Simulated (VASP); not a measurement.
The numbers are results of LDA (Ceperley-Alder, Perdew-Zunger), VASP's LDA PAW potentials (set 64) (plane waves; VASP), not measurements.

The input files of a VASP run:

File KPOINTS:
```
Automatic mesh
0
Gamma
5 5 1
0 0 0
```

INCAR:
```
# general
SYSTEM =Os
PREC   =Accurate
ENCUT  =300
LREAL  =.FALSE.
LASPH  =.TRUE.

# electronic loop
EDIFF  =1E-6
NELM   =100
ALGO   =Normal
LMAXMIX=6

# smearing
ISMEAR =-1
SIGMA  =0.1

# ions
ISIF   =2

# output
LWAVE  =.FALSE.
LCHARG =.FALSE.

# other
LDIPOL =.TRUE.
IDIPOL =3
DIPOL  =0.5 0.5 0.5
```

File POSCAR:
```
Os
4.2830470
  1.0000000000   0.0000000000   0.0000000000
  0.0000000000   1.0994210430   0.0000000000
  0.0000000000   0.0000000000   3.6170978278
Os
10
Cartesian
  0.7500000000   0.0916180538   1.1673930042
  0.2500000000   0.4580924677   1.1673930042
  0.7500000000   0.6413285753   1.4879836189
  0.2500000000   1.0078029892   1.4879836189
  0.7500000000   0.0916180538   1.8085489139
  0.2500000000   0.4580924677   1.8085489139
  0.7500000000   0.6413285753   2.1291395286
  0.2500000000   1.0078029892   2.1291395286
  0.7500000000   0.0916180538   2.4497048236
  0.2500000000   0.4580924677   2.4497048236
```

POTCAR, in this order: Os (LDA.64 set). Program: vasp_std.

What VASP printed:

OSZICAR:
```
       N       E                     dE             d eps       ncg     rms          rms(c)
DAV:   1     0.381219456553E+03    0.38122E+03   -0.25909E+04   872   0.932E+02
DAV:   2    -0.749842434785E+02   -0.45620E+03   -0.43011E+03  1096   0.317E+02
DAV:   3    -0.118920865835E+03   -0.43937E+02   -0.42041E+02  1144   0.886E+01
DAV:   4    -0.122090075618E+03   -0.31692E+01   -0.30835E+01  1384   0.195E+01
DAV:   5    -0.122220278777E+03   -0.13020E+00   -0.12679E+00  1256   0.376E+00    0.711E+01
DAV:   6    -0.116616500956E+03    0.56038E+01   -0.19633E+01  1336   0.186E+01    0.334E+01
DAV:   7    -0.135594626690E+03   -0.18978E+02   -0.15672E+02  1496   0.581E+01    0.344E+01
DAV:   8    -0.113448251096E+03    0.22146E+02   -0.11184E+02  1544   0.422E+01    0.575E+00
DAV:   9    -0.114154504093E+03   -0.70625E+00   -0.75140E+00  1344   0.980E+00    0.265E+00
DAV:  10    -0.114125215562E+03    0.29289E-01   -0.42989E-01  1392   0.278E+00    0.236E+00
DAV:  11    -0.114123574466E+03    0.16411E-02   -0.81052E-02  1376   0.120E+00    0.205E+00
DAV:  12    -0.114119643995E+03    0.39305E-02   -0.86215E-02  1400   0.122E+00    0.108E+00
DAV:  13    -0.114118294827E+03    0.13492E-02   -0.19747E-02  1368   0.735E-01    0.102E+00
DAV:  14    -0.114115097892E+03    0.31969E-02   -0.33352E-03  1432   0.290E-01    0.714E-01
DAV:  15    -0.114112203237E+03    0.28947E-02   -0.88655E-03  1432   0.390E-01    0.277E-01
DAV:  16    -0.114112225746E+03   -0.22509E-04   -0.90002E-04  1192   0.148E-01    0.138E-01
DAV:  17    -0.114112356953E+03   -0.13121E-03   -0.18863E-03  1464   0.173E-01    0.577E-02
DAV:  18    -0.114112479362E+03   -0.12241E-03   -0.16424E-04  1256   0.762E-02    0.590E-02
DAV:  19    -0.114112624381E+03   -0.14502E-03   -0.14942E-04  1400   0.445E-02    0.123E-02
DAV:  20    -0.114112680145E+03   -0.55764E-04   -0.18553E-05  1248   0.222E-02    0.117E-02
DAV:  21    -0.114112723533E+03   -0.43388E-04   -0.90728E-06   784   0.853E-03    0.591E-03
DAV:  22    -0.114112727947E+03   -0.44141E-05   -0.14051E-06   752   0.522E-03    0.509E-03
DAV:  23    -0.114112730227E+03   -0.22797E-05   -0.46743E-07   624   0.270E-03    0.323E-03
DAV:  24    -0.114112733044E+03   -0.28175E-05   -0.37359E-07   632   0.256E-03    0.182E-03
DAV:  25    -0.114112734643E+03   -0.15985E-05   -0.24003E-07   616   0.180E-03    0.893E-04
DAV:  26    -0.114112735799E+03   -0.11565E-05   -0.20934E-07   600   0.163E-03    0.504E-04
DAV:  27    -0.114112736601E+03   -0.80192E-06   -0.14486E-07   584   0.134E-03
   1 F= -.11411274E+03 E0= -.11393106E+03  d E =-.363345E+00
```

### OUTCAR
```
------------------------ aborting loop because EDIFF is reached ----------------------------------------
  FORCE on cell =-STRESS in cart. coord.  units (eV):
  Direction    XX          YY          ZZ          XY          YZ          ZX
  --------------------------------------------------------------------------------------
  Total      -19.8331716    -25.6023623    -19.0575783      0.0000000      0.0000000      0.0000000
  in kB     -101.6997609   -131.2827912    -97.7227039      0.0000000      0.0000000      0.0000000
  external PRESSURE =    -110.2350853 kB  Pullay stress =       0.0000000 kB
  volume of cell :      312.45
      direct lattice vectors                 reciprocal lattice vectors
     4.283047000  0.000000000  0.000000000     0.233478643  0.000000000  0.000000000
     0.000000000  4.708872000  0.000000000     0.000000000  0.212365084  0.000000000
     0.000000000  0.000000000 15.492200000     0.000000000  0.000000000  0.064548612
 POSITION                                       TOTAL-FORCE (eV/Angst)
 -----------------------------------------------------------------------------------
      3.21229      0.39240      5.00000        -0.000000      0.473237      1.779299
      1.07076      1.96203      5.00000        -0.000000     -0.473237      1.779299
      3.21229      2.74684      6.37310         0.000000      0.820367     -0.409973
      1.07076      4.31647      6.37310         0.000000     -0.820367     -0.409973
      3.21229      0.39240      7.74610         0.000000     -0.153880     -0.000000
      1.07076      1.96203      7.74610        -0.000000      0.153880     -0.000000
      3.21229      2.74684      9.11920         0.000000      0.820367      0.409973
      1.07076      4.31647      9.11920         0.000000     -0.820367      0.409973
      3.21229      0.39240     10.49220        -0.000000      0.473237     -1.779299
      1.07076      1.96203     10.49220        -0.000000     -0.473237     -1.779299
 -----------------------------------------------------------------------------------
    total drift:                                0.000000     -0.000000     -0.160303
  FREE ENERGIE OF THE ION-ELECTRON SYSTEM (eV)
  ---------------------------------------------------
  free  energy   TOTEN  =      -114.1127366011 eV

  energy  without entropy=     -113.7493913837  energy(sigma->0) =     -113.93106399
```
(Selected blocks of OUTCAR.)

At this cut-off the stress carries a Pulay error, which pulls relaxed volumes low. The cell holds a wide vacuum, so values per volume refer to the whole cell.

The cell is a sheet with vacuum, built from a database entry that may be metastable or hypothetical.
